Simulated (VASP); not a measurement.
Set up this calculation in VASP 6.6.1, as the native input.

| Quantity | Value |
| --- | --- |
| Task | relaxation of cell and atoms |
| Functional | PBE |
| Potentials or basis | VASP PAW PBE potentials, release 64 (Ti_sv, B, N) |
| Cutoff | 520 eV |
| k mesh | 5 × 5 × 4 |
| Occupations | gaussian, width 0.15 eV |
| Spin | no spin polarisation |
| Further INCAR settings | PREC = Normal; ALGO = Fast; EDIFF = 0.0001; IBRION = 2; EDIFFG = -0.08; NSW = 24; ISIF = 3 |

The structure of Ti2BN lies in POSCAR:

```
Ti2BN
1.0
    2.2967125600     -2.3171966600      0.0000000000
    2.2967125600      2.3171966600      0.0000000000
    0.0000000000      0.0000000000      4.1924306200
Ti B N
2 1 1
Direct
    0.0000000000      0.5000000000      0.0000000000
    0.5000000000      0.0000000000      0.0000000000
    0.0000000000      0.0000000000      0.0000000000
    0.0000000000      0.0000000000      0.5000000000
```

The cell was built by a generator and needn't be a form met in nature.

The input as run:

INCAR

```
PREC = Normal ; ENCUT = 520
EDIFF = 1E-4 ; ISMEAR = 0
SIGMA = 0.15 ; LREAL = F
LASPH = T ; NELM = 60
ALGO = Fast ; ISIF = 3
LWAVE = F ; LCHARG = F
GGA = PE ; IBRION = 2
NSW = 24 ; EDIFFG = -0.08
```

KPOINTS

```
Automatic mesh
0
Gamma
  5 5 4
```

Potentials or basis: VASP PAW PBE potentials, release 64 (Ti_sv, B, N).

The run is started by

```bash
$ cat potpaw_PBE.64/Ti_sv/POTCAR potpaw_PBE.64/B/POTCAR potpaw_PBE.64/N/POTCAR > POTCAR
$ mpirun -np 1 vasp_std > vasp.out
```

Results of the run:

| Property | Result |
| --- | --- |
| Relaxed volume | 12.89 Å³/atom |
| Relaxed cell | a = 4.203 Å, b = 4.203 Å, c = 2.920 Å, α = 90.00°, β = 90.00°, γ = 90.37° |
| Space group after relaxing (to 0.05 Å) | Cmmm (No. 65) |
| Energy gained by relaxing | 3165.0 meV/atom |
| Ionic steps | 18 |
| Pressure after relaxing | -0.4 GPa |
| Band gap on the k mesh | none (metal or under the smearing width) |

Caveat: the k mesh is coarse (spacing up to 0.39 Å⁻¹), so the values aren't converged; the volume moved by over 15 % at a fixed basis, so the end points are rough.

It took 5.2 min on 1 thread of Intel(R) Xeon(R) Platinum 8559C (Emerald Rapids) (shared host), peak memory 0.14 GiB.
